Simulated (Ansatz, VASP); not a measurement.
# Ga2O3 in two plane-wave programs, part 2 of 2

One calculation is typed for both programs; each brings its own data sets. How far apart do they land? The cell is taken from a series of runs on this material, whose earlier steps may have relaxed, scaled, displaced or heated it; both programs get it as it stands.

VASP 6.6.1 and Ansatz 0.2.0.

So far: Starting point; VASP: G0W0 gap, PBE.

### Step 3. Ansatz: G0W0 gap, PBE

Level of this step: Ansatz beside VASP: Kohn-Sham DFT, plane waves, PBE (Ansatz).

Ansatz runs on its PAW soft_1 files.

The same cell, functional and mesh now go to Ansatz, which takes its cutoff from its data sets.

input.yaml

```yaml
crystal:
  lattice:
    - [6.22914, -1.548921, 0.0]
    - [6.22914, 1.548921, 0.0]
    - [-1.4137086738, 0.0, 5.630008738]
  atoms:
    - { symbol: Ga, position: [0.0885641352, 0.0885641352, 0.7916537817] }
    - { symbol: Ga, position: [0.9114358648, 0.9114358648, 0.2083462183] }
    - { symbol: Ga, position: [0.6588615459, 0.6588615459, 0.3126338842] }
    - { symbol: Ga, position: [0.3411384541, 0.3411384541, 0.6873661158] }
    - { symbol: O, position: [0.1637950802, 0.1637950802, 0.1081233102] }
    - { symbol: O, position: [0.8362049198, 0.8362049198, 0.8918766898] }
    - { symbol: O, position: [0.1736648546, 0.1736648546, 0.5637741554] }
    - { symbol: O, position: [0.8263351454, 0.8263351454, 0.4362258446] }
    - { symbol: O, position: [0.4966982566, 0.4966982566, 0.2572985802] }
    - { symbol: O, position: [0.5033017434, 0.5033017434, 0.7427014198] }
kpoints:
  mp_grid: { grid: [4, 4, 2] }
hamiltonian:
  xc: pbe
  pseudopotentials: { kind: paw, azcp: { folder: soft_1 } }
scf:
  occupations: { method: fixed }
gw:
  n_empty_bands: 392
  ecut_chi: 140
  qp_bands: [v3, c3]
  qp_kpoints: band_edges
  screening: { model: contour_deformation }
```

On the command line:

```
$ ansatz run input.yaml --threads 2 --pin off --max-ram 73728MiB --backend cuda --events-out ev --progress --plain --runs-dir out --devices 1 --max-vram 13GiB
```

Numbers of over 12 decimals in the logs are rounded to 6 here.

Log:

```text
GPUs: using 1 of 1 available (devices: 1).
Engine: ansatz 0.2.0, x86_64-unknown-linux-gnu
Pseudopotentials: kind: paw
Pseudopotential: Ga, paw, valence charge 13, recommended cutoff 420 eV (normal), soft_1/Ga.paw.azcp
Pseudopotential: O, paw, valence charge 6, recommended cutoff 420 eV (normal), soft_1/O.paw.azcp
Functional definition: PBE
  parameter kappa = 0.804
  parameter beta = 0.066725
  exchange = pbe_x(kappa = kappa, mu = beta*pi^2/3)
  correlation = pbe_c(beta = beta)
device memory: the entry about to start is reckoned to put 2.4 GiB on a device that reports 44.3 GiB free (of which the cap on the GPU budget leaves the run 13.0 GiB)
GPU FFT provider: cuFFT
GPU libraries: cuBLAS 13.8.2, cuFFT 12.4.0, cuSOLVER 12.3.4
Crystal: 10 atoms, lattice volume = 108.642 Å³
Basis set: ecut = 420 eV, 2117 PW (Γ)
Bands: 54, of which v1, the nominal top of the filled ones, is band 44 counted from 1 (43 counted from 0)
Symmetry: 4 space group operations
Space group: C2/m (ITA 12), of the structure as read, at distance tolerance 4.8e-5 Å
k-points: 14 of 32
Non-local potential: Ga, projectors of the file, l = 0: 2, l = 1: 2, l = 2: 3, l = 3: 1
Non-local potential: O, projectors of the file, l = 0: 2, l = 1: 2, l = 2: 1
PAW form: soft (Blöchl's): semilocal exchange-correlation on the pseudo side does not see the compensation charge
PAW one-centre angular grid: Ga, 590 points (default); XC on 64 Gauss nodes
PAW one-centre angular grid: O, 110 points (default); XC on 64 Gauss nodes
Initial density: superposition of atomic densities (chi_scale 0.1, normalization cell, long waves kept (reshape's long-wave potential 0.04 eV rms))
Initial wavefunctions: pseudopotential atomic-orbital guess
GPU buffer pool allocated for 81000 grid points (all kernels)
GPU transforms: local potential and band sums: pruned to the plane-wave sphere, on 45×45×40
Functional: x = pbe(κ = 0.804, μ = 0.219515), c = pbe(β = 0.066725)
SCF iter   1: F=—  HF=-18542.547139 eV  |F-HF|=—  |Δ(HF+E_count)|=         —  Δρ=1.19e-1  dr2=7.42e0  ethr=3.10e-3  ⟨swp⟩=4.0  Hψ=2170  notcnv=0  defer=81
preconditioner: auto → Resta (q_TF=auto, 2.634 Å⁻¹)  ε∞=4.2  [insulator: Δε(μ)=2.576 eV  Ē_g=18.579 eV  n_scr=34 (ndim 8)  ℏωp=33.4 eV  f_vac=0.000  ε∞_Penn≈4.2]
SCF iter   2: F=—  HF=-18540.652881 eV  |F-HF|=—  |Δ(HF+E_count)|=    1.89e0  Δρ=5.33e-2  dr2=1.44e0  ethr=3.10e-3  ⟨swp⟩=2.1  Hψ=1477  notcnv=0  defer=86
SCF iter   3: F=—  HF=-18540.137487 eV  |F-HF|=—  |Δ(HF+E_count)|=   5.15e-1  Δρ=1.58e-2  dr2=2.06e-1  ethr=1.64e-3  ⟨swp⟩=3.0  Hψ=1082  notcnv=0  defer=105
SCF iter   4: F=—  HF=-18540.085128 eV  |F-HF|=—  |Δ(HF+E_count)|=   5.24e-2  Δρ=4.76e-3  dr2=1.94e-2  ethr=2.34e-4  ⟨swp⟩=2.0  Hψ=1261  notcnv=0  defer=112
SCF iter   5: F=—  HF=-18540.099443 eV  |F-HF|=—  |Δ(HF+E_count)|=   1.43e-2  Δρ=2.62e-3  dr2=5.32e-3  ethr=2.21e-5  ⟨swp⟩=2.1  Hψ=1313  notcnv=0  defer=112
SCF iter   6: F=—  HF=-18540.101899 eV  |F-HF|=—  |Δ(HF+E_count)|=   2.46e-3  Δρ=3.73e-4  dr2=1.30e-4  ethr=6.05e-6  ⟨swp⟩=2.0  Hψ=1272  notcnv=0  defer=112
SCF iter   7: F=—  HF=-18540.102138 eV  |F-HF|=—  |Δ(HF+E_count)|=   2.39e-4  Δρ=1.46e-4  dr2=1.98e-5  ethr=1.47e-7  ⟨swp⟩=2.0  Hψ=1318  notcnv=0  defer=98
SCF iter   8: F=—  HF=-18540.102148 eV  |F-HF|=—  |Δ(HF+E_count)|=   9.72e-6  Δρ=1.29e-4  dr2=1.33e-5  ethr=2.25e-8  ⟨swp⟩=2.0  Hψ=1362  notcnv=0  defer=55
SCF iter   9: F=—  HF=-18540.102146 eV  |F-HF|=—  |Δ(HF+E_count)|=   2.20e-6  Δρ=2.70e-5  dr2=6.04e-7  ethr=1.51e-8  ⟨swp⟩=2.9  Hψ=1338  notcnv=0  defer=55
SCF iter  10: F=-18540.102146 eV  HF=-18540.102146 eV  |F-HF|=8.35e-9  |Δ(HF+E_count)|=   2.18e-7  Δρ=5.80e-6  dr2=2.83e-8  ethr=1.14e-10  ⟨swp⟩=9.8  Hψ=2975  notcnv=0
SCF 1 converged in 10 iterations: F = -18540.102146 eV  dr2 = 2.83e-8
  greatest PAW one-centre occupation: 0.998 electrons in one spin orbital (limit 2), on the Ga atom at site 3 (counted from 0), in its partial waves of l = 2
device memory: the entry about to start is reckoned to put 3.0 GiB on a device that reports 44.3 GiB free (of which the cap on the GPU budget leaves the run 13.0 GiB)
NSCF: frozen V_eff on 14 k-points
the band table was solved once the SCF had ended and its energy, with any forces and stress, was formed, with the checks that follow a solve (2771 applications of the Hamiltonian). They found nothing against the state; the energy, forces and stress were not computed again (output.eigenvalues in the input reference)
device memory: the entry about to start is reckoned to put 3.3 GiB on a device that reports 44.3 GiB free (of which the cap on the GPU budget leaves the run 13.0 GiB)
NSCF: frozen V_eff on 14 k-points
G₀W₀ screening: q 1/14
[... further progress lines ...]
device memory: the entry about to start is reckoned to put 1.0 GiB on a device that reports 49.0 GiB free (of which the cap on the GPU budget leaves the run 13.0 GiB)
NSCF: frozen V_eff on 1 k-points
[...]
k-point 2: bands = [... 40 lower, 6.6504, 6.9845, 7.1555, 7.6670, 12.1084, 13.7886, 14.2389, 15.2972, ... 6 higher]
  k-point 13: bands = [... 40 lower, 6.9936, 7.0051, 7.0840, 7.6643, 12.4908, 12.6530, 13.5509, 13.7986, ... 6 higher]
--- G₀W₀: contour deformation, 6 samples at zero and on the imaginary axis and 2 off it, 32 q-points, 392 empty bands' worth ---
  eigenvalues of the whole cell's RPA ε∞ on this k-mesh (on a slab, of 1 + 4πα/V) = 4.1373, 4.3694, 4.6955; static W/v taken at q = 0 is 0.217880
  gw.qp_kpoints: band_edges: 13 of 14 stored k-points solved, in 1 pass; an edge of the gap read off the rows below is read off those points alone
    valence top: of the k-points left out ik 11 came nearest to being solved in a further pass, in band 44 (counted from 1, as in the quasiparticle table): it holds the edge there only if its correction is more favourable than any solved in that band by at least 0.603 eV; those differ by 0.120 eV
    conduction bottom: of the k-points left out ik 11 came nearest to being solved in a further pass, in band 45 (counted from 1, as in the quasiparticle table): it holds the edge there only if its correction is more favourable than any solved in that band by at least 4.474 eV; those differ by 0.407 eV
    ik  band        ε_KS         Σx   Σc(E_QP)       V_xc       Z   E_QP_lin       E_QP  E_QP is
     0    42      7.1918   -26.9556     4.9416   -21.1334  0.7504     6.2958     6.3112  root
     0    43      7.3785   -26.9497     4.7111   -21.4040  0.7527     6.5309     6.5440  root
     0    44      7.6874   -27.6872     4.9977   -21.8187  0.7542     6.8025     6.8168  root
     0    45      9.7497   -12.2180    -3.5345   -16.5252  0.8200    10.5291    10.5225  root
     0    46     13.1526   -11.7387    -4.3518   -17.1839  0.8022    14.2672    14.2460  root
     0    47     13.9689   -12.3185    -4.5408   -18.0446  0.7992    15.1799    15.1542  root
     1    42      7.0393   -26.1373     5.0156   -20.1565  0.7494     6.0539     6.0741  root
     1    43      7.1015   -28.0211     4.5249   -22.6564  0.7584     6.2491     6.2618  root
     1    44      7.3665   -26.9530     4.9849   -21.0763  0.7480     6.4582     6.4747  root
     1    45     12.0437   -13.6076    -3.6813   -18.2811  0.8028    13.0500    13.0359  root
     1    46     12.3069   -13.2902    -3.7286   -18.0507  0.7994    13.3544    13.3387  root
     1    47     13.9943   -12.3862    -4.5285   -18.1010  0.7938    15.2083    15.1806  root
     2    42      6.9845   -26.5522     5.0273   -20.5814  0.7468     6.0215     6.0409  root
     2    43      7.1555   -26.7363     5.0292   -20.7808  0.7472     6.2109     6.2292  root
     2    44      7.6670   -27.7418     5.1073   -21.7346  0.7531     6.7515     6.7671  root
     2    45     12.1084   -13.3505    -3.7703   -18.1451  0.8014    13.1480    13.1326  root
     2    46     13.7886   -11.2355    -4.4983   -16.8262  0.8008    14.9027    14.8810  root
     2    47     14.2389   -12.7284    -4.6432   -18.6301  0.7947    15.5281    15.4973  root
     3    42      6.8798   -27.0404     4.8602   -21.2760  0.7529     5.9594     5.9755  root
     3    43      7.1383   -26.8030     5.0725   -20.7867  0.7476     6.1754     6.1944  root
     3    44      7.3859   -27.0106     5.0752   -21.0192  0.7488     6.4522     6.4696  root
     3    45     13.1230   -13.2253    -4.0469   -18.3896  0.7972    14.2609    14.2404  root
     3    46     13.4786   -13.0580    -4.1593   -18.3745  0.7938    14.6595    14.6359  root
     3    47     15.0136   -13.0415    -4.8432   -19.2382  0.7799    16.4090    16.3671  root
[...]
12    46     12.1893   -13.8606    -3.7464   -18.6189  0.7943    13.2131    13.2011  root
    12    47     13.1633    -8.7559    -4.2914   -13.7851  0.8239    13.9087    13.9011  root
    13    42      7.0051   -27.9647     4.5998   -22.5147  0.7570     6.1417     6.1550  root
    13    43      7.0840   -26.9960     4.8052   -21.3207  0.7531     6.1994     6.2140  root
    13    44      7.6643   -27.0631     5.0130   -21.1848  0.7506     6.7845     6.7990  root
    13    45     12.4908   -13.3296    -3.8910   -18.2814  0.8015    13.5687    13.5517  root
    13    46     12.6530   -12.3348    -4.0139   -17.3853  0.8010    13.7075    13.6896  root
    13    47     13.5509   -12.5890    -4.3331   -18.0296  0.7951    14.6818    14.6584  root
```

### Step 4. Side by side

Known differences besides the potentials themselves: fixed occupations in Ansatz, narrow Gaussian smearing in VASP; the cutoff is 420 eV in Ansatz and 440 eV in VASP; VASP leaves aspherical gradient terms in its spheres out (LASPH is not set), Ansatz keeps them; Ansatz integrates over frequency by contour deformation, VASP on a grid of NOMEGA points; Ansatz's G0W0 levels solve the quasiparticle equation, VASP's are linearised. Total energies have different zeros and are not compared.

Both answers:

| quantity | Ansatz | VASP | difference |
| --- | --- | --- | --- |
| G0W0 gap on the mesh (eV) | 3.71 | 3.74 | -0.04 |
| Kohn-Sham gap under it (eV) | 2.06 | 2.03 | +0.03 |

### Step 5. Outcome

```yaml
difference_in_g0w0_gap_on_the_mesh_g0w0_gap_pbe: -0.039 eV
```

**Reading.** The difference in G0W0 gap on the mesh is -0.039 eV (G0W0 gap, PBE). How closely two codes agree says nothing of how well the functional describes the real material.

[Lines on the potential files, build, host, timing and source positions are cut from VASP's logs without a mark.]

[Logs are printed without paths, hosts, clocks, repeated set-up lines and the standing remarks that a program may print on its own settings, such as how far it seeks lower states.]

[Hosts, paths, dates, database ids (printed as entryN), source tags and the programs' standing remarks are cut or masked in the printed files.]
